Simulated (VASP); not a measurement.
# Quasiparticle energies of SiC in VASP

Wanted: how far GW moves the Kohn-Sham levels of SiC. The cell is of the wurtzite type, one of the forms listed for this formula. The start is a computed cell from the Materials Project.

Main program and level: VASP 6.6.1; PBE; plane waves and PAW (Si_GW, C_GW), in the first sound run; inputs show where later runs differ.

Most raw output is cut from this account.

### 1. Set-up

Symmetry: P6_3mc, No. 186, hexagonal system. Conventional cell: a = 3.074 Å, b = 3.074 Å, c = 5.045 Å, α = 90.00°, β = 90.00°, γ = 120.00°. Nearest to Si lie 4 C at 1.88 to 1.90 Å. Nearest to C lie 4 Si at 1.88 to 1.90 Å. Farther neighbours are not listed.

Structure file:

```
Si C
1.0
     3.07351    0.00000    0.00000
    -1.53676    2.66174    0.00000
     0.00000    0.00000    5.04525
Si C
2 2
Direct
  0.33333 0.66667 0.49960
  0.66667 0.33333 0.99960
  0.33333 0.66667 0.87540
  0.66667 0.33333 0.37540
```

### 2. Empty bands, functional PBE

ALGO = Exact makes the empty bands from the converged ground state in one step. LOPTICS writes the k-derivatives of the orbitals (WAVEDER), which give the long-wavelength limit of the screening.

The input, INCAR:

```
SYSTEM = SiC
PREC = Accurate
ENCUT = 440
ISMEAR = 0
SIGMA = 0.01
LREAL = .FALSE.
GGA = PE
NBANDS = 272
ALGO = Exact
NELM = 1
LWAVE = .TRUE.
LCHARG = .FALSE.
LOPTICS = .TRUE.
NEDOS = 1000
CSHIFT = 0.1
```

The input, POSCAR:

```
SiC
1.0
    3.0735139282      0.0000000000      0.0000000000
   -1.5367569641      2.6617411407      0.0000000000
    0.0000000000      0.0000000000      5.0452477100
Si C
2 2
Direct
    0.3333333300      0.6666666700      0.4996024000
    0.6666666700      0.3333333300      0.9996024000
    0.3333333300      0.6666666700      0.8753976000
    0.6666666700      0.3333333300      0.3753976000
```

The input, KPOINTS:

```
Automatic mesh
0
Gamma
6 6 4
0 0 0
```

The projector-augmented-wave data sets are Si_GW and C_GW (PBE family, release 64).

The run is started by

```
$ mpirun -np 8 vasp_std
```

The job ended after 11 s (8 MPI ranks of AMD EPYC 7R43, shared host; peak memory 1.1 GiB).

The gap is read on the k-mesh alone, so it is an upper bound where the band edges lie off the mesh.

A gap read on the k-mesh alone can miss the band edges.

This step gave:

```
gap on the k-mesh              : 2.264 eV
least direct gap on the k-mesh : 3.971 eV
```

WAVECAR now holds 272 bands for 16 electrons. Its independent-particle dielectric tensor has xx, yy, zz = 7.6, 7.6, 7.4 on this mesh, which isn't tested for convergence in mesh or bands and lacks local fields.

### 3. evGW0

This step: evGW0 on PBE; plane waves and PAW (Si_GW, C_GW) (VASP 6.6.1).

The lowest NBANDSGW levels in G are updated for four passes while W stays fixed, so the result depends less on the starting levels.

The input, INCAR:

```
SYSTEM = SiC
PREC = Accurate
ENCUT = 440
ISMEAR = 0
SIGMA = 0.01
LREAL = .FALSE.
GGA = PE
NBANDS = 272
ALGO = EVGW0
NELMGW = 4
ENCUTGW = 200
NOMEGA = 48
PRECFOCK = Fast
NBANDSGW = 16
LWAVE = .FALSE.
LCHARG = .FALSE.
```

POSCAR is that of step 2.

KPOINTS is that of step 2.

The run is started by

```
$ mpirun -np 8 vasp_std
```

The job ended after 27 min (8 MPI ranks; peak memory 2.5 GiB).

This step gave:

| Property | Result |
| --- | --- |
| quasiparticle gap on the mesh | 3.294 eV |
| smallest direct quasiparticle gap on the mesh | 5.211 eV |
| gap of the starting orbitals on the mesh | 2.264 eV |

QP gap by iteration, by row:

| iteration | gap (eV) | direct gap (eV) |
| --- | --- | --- |
| 1 | 3.133 | 5.022 |
| 2 | 3.268 | 5.181 |
| 3 | 3.29 | 5.207 |
| 4 | 3.294 | 5.211 |

GW takes the gap from 2.264 to 3.294 eV. The last pass still moved it by +4 meV. The value holds for 272 bands, ENCUTGW = 200 eV and this mesh, and isn't shown to be converged in them.

### 4. QPGW0

This step: QPGW0 on PBE; plane waves and PAW (Si_GW, C_GW) (VASP 6.6.1).

Here the orbitals are updated too, by diagonalising a Hermitian self-energy in the bands up to NBANDSGW.

Changes to INCAR since step 3:

```diff
@@ -8,3 +8,3 @@
 NBANDS = 272
-ALGO = EVGW0
+ALGO = QPGW0
 NELMGW = 4
@@ -13,3 +13,3 @@
 PRECFOCK = Fast
-NBANDSGW = 16
+NBANDSGW = 24
 LWAVE = .FALSE.
```

POSCAR is that of step 3.

KPOINTS is that of step 3.

The run is started by

```
$ mpirun -np 8 vasp_std
```

It took 53 min on 8 MPI ranks; peak memory 4.6 GiB.

Numbers from this step:

* quasiparticle gap on the mesh: 3.329 eV
* smallest direct quasiparticle gap on the mesh: 5.251 eV

QP gap by iteration, by row:

| iteration | gap (eV) | direct gap (eV) |
| --- | --- | --- |
| 1 | 3.124 | 5.021 |
| 2 | 3.257 | 5.184 |
| 3 | 3.306 | 5.231 |
| 4 | 3.329 | 5.251 |

GW takes the gap from 2.264 to 3.329 eV. That is +35 meV against evGW0 on PBE. The last pass still moved it by +23 meV. The value holds for 272 bands, ENCUTGW = 200 eV and this mesh, and isn't shown to be converged in them.

### 5. Orbitals for another starting point

This step: PBE; plane waves and PAW (Si_GW, C_GW) (VASP 6.6.1).

A hybrid converges faster from good orbitals, so a cheap PBE run writes WAVECAR first.

The input, INCAR:

```
SYSTEM = SiC
PREC = Accurate
ENCUT = 440
EDIFF = 1E-05
NELM = 100
ISMEAR = 0
SIGMA = 0.01
LREAL = .FALSE.
ALGO = Normal
GGA = PE
NBANDS = 14
LORBIT = 11
LWAVE = .TRUE.
LCHARG = .FALSE.
KPAR = 8
```

POSCAR is that of step 4.

KPOINTS is that of step 4.

The run is started by

```
$ mpirun -np 8 vasp_std
```

It took 4.4 s on 8 MPI ranks; peak memory 1 GiB.

This step gave:

* free energy (TOTEN): -30.06 eV
* Fermi energy: 8.039 eV
* pressure: 2.776 GPa
* least direct gap on the k-mesh: 3.970 eV

The run ends at a pressure of 2.78 GPa, with forces up to 0.0043 eV/Å.

### 6. Another starting point

This step: HSE06; plane waves and PAW (Si_GW, C_GW) (VASP 6.6.1).

To see how much the result owes to its start, the ground state is made again with HSE06. A small SIGMA keeps every occupation at zero or full.

The input, INCAR:

```
SYSTEM = SiC
PREC = Accurate
ENCUT = 440
EDIFF = 1E-08
NELM = 100
ISMEAR = 0
SIGMA = 0.01
LREAL = .FALSE.
ALGO = Normal
LHFCALC = .TRUE.
AEXX = 0.25
GGA = PE
HFSCREEN = 0.2
LASPH = .TRUE.
NBANDS = 14
PRECFOCK = Fast
LORBIT = 11
LWAVE = .TRUE.
LCHARG = .FALSE.
KPAR = 8
```

POSCAR is that of step 5.

KPOINTS is that of step 5.

The run starts from files that an earlier step left in the folder.

The run is started by

```
$ mpirun -np 8 vasp_std
```

Wall time 2.1 min (8 MPI ranks); peak memory 1.7 GiB; 17 min of CPU time.

The PAW data sets were made with PBE, which is usual practice but a small mismatch for other functionals.

This step gave:

| Property | Result |
| --- | --- |
| free energy (TOTEN) | -34.84 eV |
| Fermi energy | 7.393 eV |
| gap on the k-mesh | 3.175 eV |
| least direct gap on the k-mesh | 5.078 eV |

### 7. Empty bands, functional HSE06

The input, INCAR:

```
SYSTEM = SiC
PREC = Accurate
ENCUT = 440
ISMEAR = 0
SIGMA = 0.01
LREAL = .FALSE.
LHFCALC = .TRUE.
AEXX = 0.25
GGA = PE
HFSCREEN = 0.2
LASPH = .TRUE.
NBANDS = 272
PRECFOCK = Fast
ALGO = Exact
NELM = 1
LWAVE = .TRUE.
LCHARG = .FALSE.
LOPTICS = .TRUE.
NEDOS = 1000
CSHIFT = 0.1
```

POSCAR is that of step 6.

KPOINTS is that of step 6.

The run starts from files that an earlier step left in the folder.

The run is started by

```
$ mpirun -np 8 vasp_std
```

Elapsed: 8.4 min, on 8 MPI ranks; peak memory 2.2 GiB.

### 8. G0W0

This step: G0W0 on HSE06; plane waves and PAW (Si_GW, C_GW) (VASP 6.6.1).

G0W0 keeps orbitals and screening fixed and shifts each of the lowest NBANDSGW levels once.

The input, INCAR:

```
SYSTEM = SiC
PREC = Accurate
ENCUT = 440
ISMEAR = 0
SIGMA = 0.01
LREAL = .FALSE.
LHFCALC = .TRUE.
AEXX = 0.25
GGA = PE
HFSCREEN = 0.2
LASPH = .TRUE.
NBANDS = 272
PRECFOCK = Fast
ALGO = EVGW0
NELMGW = 1
ENCUTGW = 200
NOMEGA = 48
NBANDSGW = 16
LWAVE = .FALSE.
LCHARG = .FALSE.
```

POSCAR is that of step 7.

KPOINTS is that of step 7.

The run starts from files that an earlier step left in the folder.

The run is started by

```
$ mpirun -np 8 vasp_std
```

The job ended after 4.1 min (8 MPI ranks; peak memory 3.1 GiB; 33 min of CPU time).

Numbers from this step:

```
quasiparticle gap on the mesh                 : 3.533 eV
smallest direct quasiparticle gap on the mesh : 5.477 eV
gap of the starting orbitals on the mesh      : 3.175 eV
```

GW takes the gap from 3.175 to 3.533 eV. That is +399 meV against the one-shot pass on PBE. The value holds for 272 bands, ENCUTGW = 200 eV and this mesh, and isn't shown to be converged in them.

### 9. Summary

This step: GW series: evGW0 on PBE, QPGW0 on PBE, G0W0 on HSE06; plane waves and PAW (VASP 6.6.1).

Derived from the runs above.

Cost is wall time times ranks on a shared host, with the step that makes the empty bands. GW runs:

| level | bands | ENCUTGW (eV) | NOMEGA | k mesh | starting gap (eV) | quasiparticle gap (eV) | direct gap (eV) | cost (core minutes) |
| --- | --- | --- | --- | --- | --- | --- | --- | --- |
| evGW0 on PBE | 272 | 200 | 48 | 6x6x4 | 2.264 | 3.294 | 5.211 | 214.3 |
| QPGW0 on PBE | 272 | 200 | 48 | 6x6x4 | 2.264 | 3.329 | 5.251 | 427.8 |
| G0W0 on HSE06 | 272 | 200 | 48 | 6x6x4 | 3.175 | 3.533 | 5.478 | 100.3 |

### 10. Results

| Item | Value |
| --- | --- |
| evGW0 on PBE, 272 bands, ENCUTGW 200 eV, NOMEGA 48, mesh 6×6×4 | 2.264 → 3.294 eV |
| QPGW0 on PBE, 272 bands, ENCUTGW 200 eV, NOMEGA 48, mesh 6×6×4 | 2.264 → 3.329 eV |
| G0W0 on HSE06, 272 bands, ENCUTGW 200 eV, NOMEGA 48, mesh 6×6×4 | 3.175 → 3.533 eV |

In words: evGW0 gives a quasiparticle gap of 3.294 eV on the mesh, 1.03 eV over the PBE gap on the same mesh. Over the final values of the levels run here the gap spans 3.29 to 3.53 eV. In evGW0 the first pass, which is the one-shot result, gives 3.133 eV and pass 4 gives 3.294 eV; the last pass changed the gap by +4 meV, so the loop is converged. In QPGW0 the first pass gives 3.124 eV and pass 4 gives 3.329 eV; the last pass changed the gap by +23 meV, so more passes would move it further. One-shot gaps: 3.133 eV from PBE and 3.533 eV from HSE06. The starting gaps span 0.91 eV and the one-shot gaps 0.40 eV. Bands, response cutoff and mesh weren't tested for convergence, and band edges off the mesh aren't seen. Not tabulated here, as repeats of values shown or as unfit to read for their mesh, reference level or band range: eps2 curves (empty bands); eps1 curves and static values (empty bands); gaps (empty bands).

[Lines on the potential files, build, host, timing and source positions are cut from VASP's logs without a mark.]

[Logs are printed without paths, hosts, clocks, repeated set-up lines and the standing remarks that a program may print on its own settings, such as how far it seeks lower states.]

[Hosts, paths, dates, database ids (printed as entryN), source tags and the programs' standing remarks are cut or masked in the printed files.]

[Pressures printed for these runs are not shown converged in the cutoff: they can be off by several GPa and have the wrong sign.]
